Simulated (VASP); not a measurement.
Consider the following.

```xyz
5
Lattice="5.9073 0.0000 0.0000 0.0000 5.9073 0.0000 0.0000 0.0000 5.9073" Properties=species:S:1:pos:R:3 pbc="T T T"
Cs     0.0000     0.0000     0.0000
Pb     2.9537     2.9537     2.9537
Br     2.9537     0.0000     2.9537
Br     0.0000     2.9537     2.9537
Br     2.9537     2.9537     0.0000
```

Calculation: optB86b-vdW, VASP's PBE PAW potentials (set 64) (plane waves; VASP). Numerical set-up: 520 eV cut-off, Gaussian smearing of 0.050 eV, potentials Cs_sv Pb_d Br.

Unless said otherwise, spin-orbit coupling is left out, though it shifts the bands of the heavy elements here.

**Question.** Give the energies of bands 13 to 25 at the high-symmetry points, in eV from the valence-band maximum.

**Answer.** 
```json
[
 {"band": "13", "Γ": "-6.98", "X": "-7.68", "M": "-8.12", "R": "-8.17"},
 {"band": "14", "Γ": "-4.13", "X": "-4.04", "M": "-3.89", "R": "-2.71"},
 {"band": "15", "Γ": "-4.13", "X": "-4.04", "M": "-2.90", "R": "-2.71"},
 {"band": "16", "Γ": "-4.13", "X": "-2.65", "M": "-2.30", "R": "-2.71"},
 {"band": "17", "Γ": "-2.00", "X": "-2.15", "M": "-2.30", "R": "-2.11"},
 {"band": "18", "Γ": "-2.00", "X": "-2.15", "M": "-2.22", "R": "-2.11"},
 {"band": "19", "Γ": "-2.00", "X": "-2.13", "M": "-2.22", "R": "-1.53"},
 {"band": "20", "Γ": "-1.89", "X": "-2.00", "M": "-2.12", "R": "-1.53"},
 {"band": "21", "Γ": "-1.89", "X": "-2.00", "M": "-1.54", "R": "-1.53"},
 {"band": "22", "Γ": "-1.89", "X": "-1.34", "M": "-0.66", "R": "0.00"},
 {"band": "23", "Γ": "3.02", "X": "2.62", "M": "2.15", "R": "1.62"},
 {"band": "24", "Γ": "4.14", "X": "4.46", "M": "2.15", "R": "1.62"},
 {"band": "25", "Γ": "4.14", "X": "5.07", "M": "4.90", "R": "1.62"}
]
```

The gap is direct, 1.62 eV, from the valence maximum at R to the conduction minimum at R.

The compound is CsPbBr3 in the cubic perovskite structure, the ideal cubic form; the compound distorts at low or room temperature. It was relaxed first.
